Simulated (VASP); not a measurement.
# YTe2 in VASP: notebook, part 2 of 2

VASP 6.6.1. The steps go on from the part before.

**3. Relaxation of the atoms, PBE**

Contents of INCAR:

```
PREC     = Accurate       # precision mode
ENCUT    = 520            # plane-wave cutoff, eV
EDIFF    = 1E-7           # SCF threshold, eV
ISMEAR   = -1             # smearing method
SIGMA    = 0.05           # smearing width, eV
LREAL    = F              # projectors in reciprocal space
LASPH    = T              # aspherical terms in the spheres
NELM     = 60             # most SCF steps
ALGO     = Normal         # electronic algorithm
ISIF     = 2              # what is computed and relaxed
LWAVE    = F              # write WAVECAR
LCHARG   = F              # write CHGCAR
LDIPOL   = T            
IDIPOL   = 3            
DIPOL    = 0.5 0.5 0.283
GGA      = PE             # functional
IBRION   = 2              # ionic algorithm
NSW      = 40             # ionic steps
EDIFFG   = -0.01          # ionic threshold
```

Contents of KPOINTS:

```
regular mesh
0
Gamma
  8 8 1
```

Contents of POSCAR:

```
YTe2
1.0
    3.2892500000      0.0000000000      0.0000000000
    0.0000000000      3.2892500000      0.0000000000
    0.0000000000      0.0000000000     37.0593500000
Y Te
1 2
Selective dynamics
Direct
    0.0000000000      0.0000000000      0.2833300000  F F F
    0.0000000000      0.0000000000      0.3643800000  T T T
    0.0000000000      0.0000000000      0.2022700000  T T T
```

Potentials or basis: VASP PAW PBE potentials, release 64 (Y_sv, Te).

Run with:

```bash
cat potpaw_PBE.64/Y_sv/POTCAR potpaw_PBE.64/Te/POTCAR > POTCAR
mpirun -np 1 vasp_std > vasp.out
```

OUTCAR:

```text
PREC = Accurate
   ENCUT = 520
   EDIFF = 1E-7
   ISMEAR = -1
   LREAL = F
   LASPH = T
   NELM = 60
   ISIF = 2
   GGA = PE
   IBRION = 2
   NSW = 40
   EDIFFG = -0.01

 ion  position               nearest neighbor table
   1  0.000  0.000  0.283-   2 3.00   3 3.00
   2  0.000  0.000  0.364-   1 3.00
   3  0.000  0.000  0.202-   1 3.00

  LATTYP: Found a simple tetragonal cell.
 ALAT       =     3.2892500000
 C/A-ratio  =    11.2668085430

  Lattice vectors:

 A1 = (   3.2892500000,   0.0000000000,   0.0000000000)
 A2 = (   0.0000000000,   3.2892500000,   0.0000000000)
 A3 = (   0.0000000000,   0.0000000000,  37.0593500000)

Analysis of symmetry for initial positions (statically):
=====================================================================
 Subroutine PRICEL returns:
 Original cell was already a primitive cell.

 Routine SETGRP: Setting up the symmetry group for a
 simple tetragonal supercell.

 Subroutine GETGRP returns: Found  8 space group operations
 (whereof  8 operations were pure point group operations)
 out of a pool of 16 trial point group operations.

The static configuration has the point symmetry C_4v.

Analysis of symmetry for dynamics (positions and initial velocities):
=====================================================================
 Subroutine PRICEL returns:
[... 283 lines left out ...]
  ext. energy  EPLUGINS =         0.00000000
  ---------------------------------------------------
  free energy    TOTEN  =       -12.92250476 eV

  energy without entropy =      -12.89254480  energy(sigma->0) =      -12.90752478

 E-fermi :  -2.3513     XC(G=0):  -2.6406

 val. band max:       -2.3866369211   @ k =   0.1250   0.0000   0.0000
 cond. band min:      -2.3432220480   @ k =   0.3750   0.2500   0.0000
 fundamental gap:      0.0434148732
 Fermi energy:        -2.3512902078

 k-point     1 :       0.0000    0.0000    0.0000
  band No.  band energies     occupation
      1     -45.2197      2.00000
      2     -25.2593      2.00000
      3     -24.8991      2.00000
      4     -24.8991      2.00000
      5     -14.6360      2.00000
      6     -14.5289      2.00000
      7      -6.5797      2.00000
      8      -5.5164      2.00000
      9      -4.2783      2.00000
     10      -2.5486      1.96208
     11      -0.9230      0.00000
     12      -0.9230      0.00000
     13      -0.6972      0.00000
     14      -0.6972      0.00000
[... 241 lines left out ...]
      4     -25.1091      2.00000
      5     -11.6134      2.00000
      6     -11.4909      2.00000
      7      -5.8445      2.00000
      8      -5.8445      2.00000
      9      -5.7313      2.00000
     10      -5.7313      2.00000
     11      -3.5771      2.00000
     12      -3.5242      2.00000
     13      -2.5648      1.97245
     14      -1.0676      0.00000
     15      -1.0676      0.00000

------------------------ aborting loop because EDIFF is reached ----------------------------------------

 vacuum level on the upper side and lower side of the slab       (xc-potential included)        -0.007        -0.007

  FORCE on cell =-STRESS in cart. coord.  units (eV):
  Direction    XX          YY          ZZ          XY          YZ          ZX
  --------------------------------------------------------------------------------------
  -------------------------------------------------------------------------------------
  Total       -0.4737207     -0.4737207      0.0022519      0.0000000      0.0000000      0.0000000
  in kB       -1.8929599     -1.8929599      0.0089984      0.0000000      0.0000000      0.0000000
  external PRESSURE =      -1.2589738 kB  Pullay stress =       0.0000000 kB
[... 18 lines left out ...]
  FREE ENERGIE OF THE ION-ELECTRON SYSTEM (eV)
  ---------------------------------------------------
  free  energy   TOTEN  =       -12.9225047631 eV

  energy  without entropy=      -12.8925448016  energy(sigma->0) =      -12.90752478

 reached required accuracy - stopping structural energy minimisation

 vacuum level on the upper side and lower side of the slab         2.437         2.437
```

OSZICAR:

```text
N       E                     dE             d eps       ncg     rms          rms(c)
DAV:   1     0.109022233430E+03    0.10902E+03   -0.88162E+03   602   0.105E+03
DAV:   2    -0.143758936140E+01   -0.11046E+03   -0.10650E+03   658   0.184E+02
DAV:   3    -0.126970129973E+02   -0.11259E+02   -0.11186E+02   827   0.524E+01
[... 56 lines left out ...]
DAV:   6    -0.129225047354E+02   -0.63073E-06   -0.13155E-05   654   0.162E-02    0.565E-03
DAV:   7    -0.129225046265E+02    0.10885E-06   -0.13603E-05   597   0.150E-02    0.449E-03
DAV:   8    -0.129225044745E+02    0.15200E-06   -0.37425E-06   518   0.836E-03    0.315E-03
DAV:   9    -0.129225046913E+02   -0.21676E-06   -0.31447E-07   326   0.391E-03    0.103E-03
DAV:  10    -0.129225047631E+02   -0.71796E-07   -0.49696E-08   267   0.162E-03
   4 F= -.12922505E+02 E0= -.12907525E+02  d E =-.367954E-02
```

CONTCAR:

```text
YTe2
   1.00000000000000
     3.2892500000000000    0.0000000000000000    0.0000000000000000
     0.0000000000000000    3.2892500000000000    0.0000000000000000
     0.0000000000000000    0.0000000000000000   37.0593500000000020
  Y               Te
     1     2
Selective dynamics
Direct
     0.0000000000000000    0.0000000000000000    0.2833299999999994   F   F   F
     0.0000000000000000    1.0000000000000000    0.3652275408381704   T   T   T
     0.0000000000000000    0.0000000000000000    0.2014311527495605   T   T   T

  0.00000000E+00  0.00000000E+00  0.00000000E+00
  0.00000000E+00  0.00000000E+00  0.00000000E+00
  0.00000000E+00  0.00000000E+00  0.00000000E+00
```

Wall time 2.9 min (1 thread of Intel Xeon 6975P-C (Granite Rapids), shared host); peak memory 0.51 GiB.

What came out:

```yaml
Free_energy: -12.9225 eV
Energy_gained_by_relaxing: 1.2 meV/atom
Ionic_steps: 4
Band_gap_on_the_k_mesh: none (metal or under the smearing width)
```

Step by step:
```
step  energy change (eV)  largest force (eV/Å)  pressure (GPa)
   1              0.0000                0.1204            0.00
   2             -0.0012                0.0973           -0.03
   3             -0.0034                0.0312           -0.10
   4             -0.0037                0.0015           -0.13
```

Final structure:
```xyz
3
Lattice="3.2893 0.0000 0.0000 0.0000 3.2893 0.0000 0.0000 0.0000 37.0594" Properties=species:S:1:pos:R:3 pbc="T T T"
Y     0.0000    0.0000   10.5000
Te    0.0000    3.2893   13.5351
Te    0.0000    0.0000    7.4649
```

Levels at points of the mesh, in eV from the Fermi level:
```tsv
k point	band 7	band 8	band 9	band 10	band 11	band 12	band 13	band 14	band 15
(0.00, 0.00, 0.00)	-4.23	-3.17	-1.93	-0.20	1.43	1.43	1.65	1.65	3.06
(0.50, 0.00, 0.00)	-4.86	-4.76	-2.50	-1.60	-0.17	0.21	1.33	2.50	2.82
(0.50, 0.50, 0.00)	-3.49	-3.49	-3.38	-3.38	-1.23	-1.17	-0.21	1.28	1.28
```

The run has no spin-orbit coupling, so splittings on Te are missing.

**4. Relaxation of the atoms, PBEsol**

Edit INCAR of step 3 so:

```diff
@@ -15,3 +15,3 @@
 DIPOL    = 0.5 0.5 0.283
-GGA      = PE             # functional
+GGA      = PS             # functional
 IBRION   = 2              # ionic algorithm
```

KPOINTS is that of step 3.

POSCAR is that of step 3.

Run with:

```bash
cat potpaw_PBE.64/Y_sv/POTCAR potpaw_PBE.64/Te/POTCAR > POTCAR
mpirun -np 1 vasp_std > vasp.out
```

Run time: 3.2 min. Hardware: 1 thread of Intel Xeon 6975P-C (Granite Rapids), shared host; peak memory 0.51 GiB.

It converged, with:

| Item | Value |
| --- | --- |
| Free energy | -13.9289 eV |
| Energy gained by relaxing | 0.4 meV/atom |
| Ionic steps | 5 |
| Band gap on the k mesh | none (metal or under the smearing width) |

Step by step:
| step | energy change (eV) | largest force (eV/Å) | pressure (GPa) |
| --- | --- | --- | --- |
| 1 | 0.0000 | 0.0641 | -0.48 |
| 2 | -0.0004 | 0.0523 | -0.47 |
| 3 | -0.0009 | 0.0234 | -0.44 |
| 4 | -0.0007 | 0.0368 | -0.38 |
| 5 | -0.0011 | 0.0007 | -0.42 |

Final structure:
```xyz
3
Lattice="3.2893 0.0000 0.0000 0.0000 3.2893 0.0000 0.0000 0.0000 37.0594" Properties=species:S:1:pos:R:3 pbc="T T T"
Y     0.0000    0.0000   10.5000
Te    0.0000    0.0000   13.4878
Te    0.0000    0.0000    7.5122
```

Levels at points of the mesh, in eV from the Fermi level:
```csv
k point,band 7,band 8,band 9,band 10,band 11,band 12,band 13,band 14,band 15
"(0.00, 0.00, 0.00)",-4.26,-3.13,-1.91,-0.20,1.39,1.39,1.65,1.65,3.21
"(0.50, 0.00, 0.00)",-4.89,-4.79,-2.53,-1.56,-0.17,0.20,1.34,2.46,2.82
"(0.50, 0.50, 0.00)",-3.52,-3.52,-3.39,-3.39,-1.23,-1.21,-0.17,1.28,1.28
```

Caveat: the PAW data sets were made with another functional, which shifts forces and pressure a little.

**5. Relaxation of the atoms, RPBE**

Edit INCAR of step 4 so:

```diff
@@ -15,3 +15,3 @@
 DIPOL    = 0.5 0.5 0.283
-GGA      = PS             # functional
+GGA      = RP             # functional
 IBRION   = 2              # ionic algorithm
```

KPOINTS is that of step 4.

POSCAR is that of step 4.

Run with:

```bash
cat potpaw_PBE.64/Y_sv/POTCAR potpaw_PBE.64/Te/POTCAR > POTCAR
mpirun -np 1 vasp_std > vasp.out
```

It took 4.5 min on 1 thread of Intel Xeon 6975P-C (Granite Rapids), shared host; peak memory 0.51 GiB.

It converged, with:

| Item | Value |
| --- | --- |
| Free energy | -11.9866 eV |
| Energy gained by relaxing | 4.8 meV/atom |
| Ionic steps | 5 |
| Band gap on the k mesh | none (metal or under the smearing width) |

Step by step:
```tsv
step	energy change (eV)	largest force (eV/Å)	pressure (GPa)
1	0.0000	0.2343	0.29
2	-0.0047	0.1890	0.25
3	-0.0131	0.0638	0.12
4	-0.0070	0.1459	-0.10
5	-0.0143	0.0053	0.05
```

Final structure:
```xyz
3
Lattice="3.2893 0.0000 0.0000 0.0000 3.2893 0.0000 0.0000 0.0000 37.0594" Properties=species:S:1:pos:R:3 pbc="T T T"
Y     0.0000    0.0000   10.5000
Te    0.0000    0.0000   13.5695
Te    0.0000    0.0000    7.4305
```

Levels at points of the mesh, in eV from the Fermi level:
| k point | band 9 | band 10 | band 11 | band 12 | band 13 | band 14 |
| --- | --- | --- | --- | --- | --- | --- |
| (0.00, 0.00, 0.00) | -1.94 | -0.19 | 1.46 | 1.46 | 1.66 | 1.66 |
| (0.50, 0.00, 0.00) | -2.47 | -1.63 | -0.16 | 0.23 | 1.31 | 2.55 |
| (0.50, 0.50, 0.00) | -3.38 | -3.38 | -1.22 | -1.15 | -0.25 | 1.31 |

Caveat: the PAW data sets were made with another functional, which shifts forces and pressure a little.

**6. Relaxation of the atoms, revPBE**

Edit INCAR of step 5 so:

```diff
@@ -15,3 +15,3 @@
 DIPOL    = 0.5 0.5 0.283
-GGA      = RP             # functional
+GGA      = RE             # functional
 IBRION   = 2              # ionic algorithm
```

KPOINTS is that of step 5.

POSCAR is that of step 5.

Potentials or basis: VASP PAW PBE potentials, release 64 (Y_sv, Te).

Run with:

```bash
cat potpaw_PBE.64/Y_sv/POTCAR potpaw_PBE.64/Te/POTCAR > POTCAR
mpirun -np 1 vasp_std > vasp.out
```

OUTCAR:

```text
PREC = Accurate
   ENCUT = 520
   EDIFF = 1E-7
   ISMEAR = -1
   LREAL = F
   LASPH = T
   NELM = 60
   ISIF = 2
   GGA = RE
   IBRION = 2
   NSW = 40
   EDIFFG = -0.01

 ion  position               nearest neighbor table
   1  0.000  0.000  0.283-   2 3.00   3 3.00
   2  0.000  0.000  0.364-   1 3.00
   3  0.000  0.000  0.202-   1 3.00

  LATTYP: Found a simple tetragonal cell.
 ALAT       =     3.2892500000
 C/A-ratio  =    11.2668085430

  Lattice vectors:

 A1 = (   3.2892500000,   0.0000000000,   0.0000000000)
 A2 = (   0.0000000000,   3.2892500000,   0.0000000000)
 A3 = (   0.0000000000,   0.0000000000,  37.0593500000)

Analysis of symmetry for initial positions (statically):
=====================================================================
 Subroutine PRICEL returns:
 Original cell was already a primitive cell.

 Routine SETGRP: Setting up the symmetry group for a
 simple tetragonal supercell.

 Subroutine GETGRP returns: Found  8 space group operations
 (whereof  8 operations were pure point group operations)
 out of a pool of 16 trial point group operations.

The static configuration has the point symmetry C_4v.

Analysis of symmetry for dynamics (positions and initial velocities):
=====================================================================
 Subroutine PRICEL returns:
 Original cell was already a primitive cell.

 Routine SETGRP: Setting up the symmetry group for a
 simple tetragonal supercell.

 Subroutine GETGRP returns: Found  8 space group operations
 (whereof  8 operations were pure point group operations)
 out of a pool of 16 trial point group operations.

The dynamic configuration has the point symmetry C_4v.

Analysis of constrained symmetry for selective dynamics:
[... 153 lines left out ...]

------------------------ aborting loop because EDIFF is reached ----------------------------------------

  FORCE on cell =-STRESS in cart. coord.  units (eV):
  Direction    XX          YY          ZZ          XY          YZ          ZX
  --------------------------------------------------------------------------------------
  -------------------------------------------------------------------------------------
  Total        0.1978476      0.1978476      1.2099994      0.0000000      0.0000000      0.0000000
  in kB        0.7905874      0.7905874      4.8350855      0.0000000      0.0000000      0.0000000
  external PRESSURE =       2.1387534 kB  Pullay stress =       0.0000000 kB
[... 92 lines left out ...]
  FREE ENERGIE OF THE ION-ELECTRON SYSTEM (eV)
  ---------------------------------------------------
  free  energy   TOTEN  =       -12.1114796021 eV

  energy  without entropy=      -12.0814326185  energy(sigma->0) =      -12.09645611

 dipolmoment           0.000000      0.000000      0.000009 electrons x Angstroem

--------------------------------------- Ionic step        4  -------------------------------------------

 number of electron      22.9999998 magnetization

 dipolmoment           0.000000      0.000000     -0.000004 electrons x Angstroem

 Free energy of the ion-electron system (eV)
  ---------------------------------------------------
  ext. energy  EPLUGINS =         0.00000000
  ---------------------------------------------------
  free energy    TOTEN  =       -12.11231430 eV

  energy without entropy =      -12.08241112  energy(sigma->0) =      -12.09736271

 E-fermi :  -2.2579     XC(G=0):  -2.6450

 val. band max:       -2.2634451911   @ k =   0.3750   0.2500   0.0000
 cond. band min:      -2.1419632624   @ k =   0.1250   0.1250   0.0000
 fundamental gap:      0.1214819287
 Fermi energy:        -2.2579244196

 k-point     1 :       0.0000    0.0000    0.0000
  band No.  band energies     occupation
      1     -45.1818      2.00000
      2     -25.2156      2.00000
      3     -24.8595      2.00000
      4     -24.8595      2.00000
      5     -14.5279      2.00000
      6     -14.4295      2.00000
      7      -6.4698      2.00000
      8      -5.4389      2.00000
      9      -4.1893      2.00000
     10      -2.4460      1.95452
     11      -0.8073      0.00000
     12      -0.8073      0.00000
     13      -0.5988      0.00000
     14      -0.5988      0.00000
[... 241 lines left out ...]
      4     -25.0682      2.00000
      5     -11.4973      2.00000
      6     -11.3847      2.00000
      7      -5.7450      2.00000
      8      -5.7450      2.00000
      9      -5.6407      2.00000
     10      -5.6407      2.00000
     11      -3.4830      2.00000
     12      -3.4181      2.00000
     13      -2.4984      1.98384
     14      -0.9550      0.00000
     15      -0.9550      0.00000

------------------------ aborting loop because EDIFF is reached ----------------------------------------

 vacuum level on the upper side and lower side of the slab       (xc-potential included)        -0.004        -0.004

  FORCE on cell =-STRESS in cart. coord.  units (eV):
  Direction    XX          YY          ZZ          XY          YZ          ZX
  --------------------------------------------------------------------------------------
  -------------------------------------------------------------------------------------
  Total        0.0311432      0.0311432      0.0183871      0.0000000      0.0000000     -0.0000000
  in kB        0.1244466      0.1244466      0.0734736      0.0000000      0.0000000     -0.0000000
  external PRESSURE =       0.1074556 kB  Pullay stress =       0.0000000 kB
[... 18 lines left out ...]
  FREE ENERGIE OF THE ION-ELECTRON SYSTEM (eV)
  ---------------------------------------------------
  free  energy   TOTEN  =       -12.1123143030 eV

  energy  without entropy=      -12.0824111210  energy(sigma->0) =      -12.09736271

 reached required accuracy - stopping structural energy minimisation

 vacuum level on the upper side and lower side of the slab         2.432         2.432
```

Run time: 3.2 min. Hardware: 1 thread of Intel Xeon 6975P-C (Granite Rapids), shared host; peak memory 0.51 GiB.

What came out:

- Free energy: -12.1123 eV
- Energy gained by relaxing: 3.6 meV/atom
- Ionic steps: 4
- Band gap on the k mesh: none (metal or under the smearing width)

The path:
| step | energy change (eV) | largest force (eV/Å) | pressure (GPa) |
| --- | --- | --- | --- |
| 1 | 0.0000 | 0.2031 | 0.21 |
| 2 | -0.0036 | 0.1640 | 0.17 |
| 3 | -0.0099 | 0.0546 | 0.06 |
| 4 | -0.0107 | 0.0042 | 0.01 |

Final structure:
```
Y Te
1.0
     3.28925    0.00000    0.00000
     0.00000    3.28925    0.00000
     0.00000    0.00000   37.05935
Y Te
1 2
Cartesian
  0.0000 0.0000 10.5000
  0.0000 0.0000 13.5576
  3.2893 0.0000 7.4425
```

Levels at points of the mesh, in eV from the Fermi level:
```
           k point  band 8  band 9  band 10  band 11  band 12  band 13  band 14  band 15
(0.00, 0.00, 0.00)   -3.18   -1.93    -0.19     1.45     1.45     1.66     1.66     3.02
(0.50, 0.00, 0.00)   -4.76   -2.48    -1.63    -0.16     0.22     1.32     2.53     2.82
(0.50, 0.50, 0.00)   -3.49   -3.38    -3.38    -1.23    -1.16    -0.24     1.30     1.30
```

Caveat: the PAW data sets were made with another functional, which shifts forces and pressure a little.

**7. The runs side by side**

| level | potentials or basis | gap on the mesh (eV) |
| --- | --- | --- |
| LDA | VASP PAW LDA potentials, release 64 (Y_sv, Te) | none |
| PBE | VASP PAW PBE potentials, release 64 (Y_sv, Te) | none |
| PBEsol | VASP PAW PBE potentials, release 64 (Y_sv, Te) | none |
| RPBE | VASP PAW PBE potentials, release 64 (Y_sv, Te) | none |
| revPBE | VASP PAW PBE potentials, release 64 (Y_sv, Te) | none |

Alike in all rows: task relaxation of the atoms; no spin polarisation; cell atoms relaxed; k mesh 8 × 8 × 1; cutoff (eV) 520; smearing fermi-dirac 0.05 eV.

Caveats: the PAW data sets were made with another functional, which shifts forces and pressure a little (some runs).

Absolute energies hang on the potentials; compare differences alone.
